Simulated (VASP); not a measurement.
Computed with PBE GGA, VASP's PBE PAW potentials (set 64) (plane waves; VASP).

VASP input:

File POSCAR:
```
WS2
1
    1.5945482505    -2.7618385623     0.0000000000
    1.5945482505     2.7618385623     0.0000000000
    0.0000000000     0.0000000000    13.8603459760
W S
2 4
Direct
  0.3333330000   0.6666670000   0.2500000000
  0.6666670000   0.3333330000   0.7500000000
  0.3333330000   0.6666670000   0.8633483013
  0.6666670000   0.3333330000   0.3633483013
  0.6666670000   0.3333330000   0.1366516987
  0.3333330000   0.6666670000   0.6366516987
```

KPOINTS:
```
Automatic mesh
0
Gamma
8 8 2
0 0 0
```

### INCAR
```
SYSTEM=WS2
PREC=Accurate; ENCUT=500; LREAL=.False.
LASPH=.True.
EDIFF=1E-6; NELM=100; ALGO=Normal
LMAXMIX=6
ISMEAR=0; SIGMA=0.05
GGA=PE
IBRION=2; NSW=40; ISIF=3
EDIFFG=-0.02
LWAVE=.False.; LCHARG=.False.
```

POTCAR, in this order: W_sv S (PBE.64 set). Program: vasp_std.

Output of the run:

OSZICAR:
```
       N       E                     dE             d eps       ncg     rms          rms(c)
DAV:   1     0.519880014210E+03    0.51988E+03   -0.28286E+04  1400   0.160E+03
DAV:   2    -0.153004897200E+02   -0.53518E+03   -0.52310E+03  1485   0.431E+02
DAV:   3    -0.492562561892E+02   -0.33956E+02   -0.33763E+02  1566   0.998E+01
DAV:   4    -0.501516880198E+02   -0.89543E+00   -0.89336E+00  1523   0.170E+01
DAV:   5    -0.501795855154E+02   -0.27897E-01   -0.27889E-01  1578   0.303E+00    0.368E+01
DAV:   6    -0.477184913044E+02    0.24611E+01   -0.15340E+01  1436   0.223E+01    0.163E+01
DAV:   7    -0.474673263503E+02    0.25116E+00   -0.37272E+00  1457   0.903E+00    0.635E+00
DAV:   8    -0.473580536921E+02    0.10927E+00   -0.54429E-01  1637   0.439E+00    0.179E+00
DAV:   9    -0.473595072296E+02   -0.14535E-02   -0.57273E-02  1766   0.122E+00    0.926E-01
DAV:  10    -0.473582167504E+02    0.12905E-02   -0.29075E-02  1591   0.104E+00    0.287E-01
DAV:  11    -0.473578310401E+02    0.38571E-03   -0.49187E-03  1556   0.425E-01    0.139E-01
DAV:  12    -0.473578215349E+02    0.95052E-05   -0.22286E-04  1547   0.934E-02    0.571E-02
DAV:  13    -0.473578602202E+02   -0.38685E-04   -0.10059E-04  1628   0.537E-02    0.255E-02
DAV:  14    -0.473578644734E+02   -0.42532E-05   -0.89968E-06  1427   0.154E-02    0.970E-03
DAV:  15    -0.473578650794E+02   -0.60598E-06   -0.10594E-06  1097   0.649E-03
   1 F= -.47357865E+02 E0= -.47357865E+02  d E =-.473579E+02
```

**OUTCAR**
```
------------------------ aborting loop because EDIFF is reached ----------------------------------------
  FORCE on cell =-STRESS in cart. coord.  units (eV):
  Direction    XX          YY          ZZ          XY          YZ          ZX
  --------------------------------------------------------------------------------------
  Total       -0.1009709     -0.1009709      0.0387237      0.0000000      0.0000000      0.0000000
  in kB       -1.3251556     -1.3251556      0.5082152      0.0000000      0.0000000      0.0000000
  external PRESSURE =      -0.7140320 kB  Pullay stress =       0.0000000 kB
  volume of cell :      122.08
      direct lattice vectors                 reciprocal lattice vectors
     1.594548250 -2.761838562  0.000000000     0.313568435 -0.181038822  0.000000000
     1.594548250  2.761838562  0.000000000     0.313568435  0.181038822  0.000000000
     0.000000000  0.000000000 13.860345976     0.000000000  0.000000000  0.072148271
 POSITION                                       TOTAL-FORCE (eV/Angst)
 -----------------------------------------------------------------------------------
      1.59455      0.92061      3.46509         0.000000      0.000000      0.000000
      1.59455     -0.92061     10.39526         0.000000      0.000000      0.000000
      1.59455      0.92061     11.96631        -0.000000      0.000000     -0.014767
      1.59455     -0.92061      5.03613         0.000000      0.000000     -0.014767
      1.59455     -0.92061      1.89404        -0.000000     -0.000000      0.014767
      1.59455      0.92061      8.82421        -0.000000     -0.000000      0.014767
 -----------------------------------------------------------------------------------
    total drift:                                0.000000      0.001206     -0.000033
  FREE ENERGIE OF THE ION-ELECTRON SYSTEM (eV)
  ---------------------------------------------------
  free  energy   TOTEN  =       -47.3578650794 eV

  energy  without entropy=      -47.3578650794  energy(sigma->0) =      -47.35786508

 reached required accuracy - stopping structural energy minimisation
```
(Selected blocks of OUTCAR.)

Without a dispersion term in the relaxation, distances and binding between the weakly bound layers, chains or molecules are unreliable, and so is what depends on them.

The compound is WS2 in the 2H layered structure. It was relaxed first, which changed the volume by +15 %.
